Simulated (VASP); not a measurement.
Consider the following.

```yaml
crystal:
  lattice:
    - [1.24514, -2.15665, 0.00000]
    - [1.24514, 2.15665, 0.00000]
    - [0.00000, 0.00000, 4.02320]
  atoms:
    - { symbol: Co, position: [0.33333, 0.66667, 0.25000], spin: 1.6 }
    - { symbol: Co, position: [0.66667, 0.33333, 0.75000], spin: 1.6 }
```

These are PBE GGA, VASP's PBE PAW potentials (set 64) (plane waves; VASP) values and carry that method's errors. Run with 480 eV cut-off, 16×16×8 Γ-centred mesh, first-order Methfessel-Paxton smearing of 0.10 eV, potentials Co.

Task: Estimate the cell moment, energy per atom (σ→0), band gap (on the k-mesh) with the smallest direct gap where there is one.

Result: 
The band gap (on the k-mesh) is none (metal, semimetal or under 0.01 eV) and the cell moment comes out as 3.14 μB. The energy per atom (σ→0) comes out as -7.036 eV/atom.

Task: Give the moment on each site (PAW-sphere projection).

Result: 
| site | moment (μB) |
|---|---|
| Co1 | 1.59 |
| Co2 | 1.59 |

The compound is Co in the hcp structure. It was relaxed first.
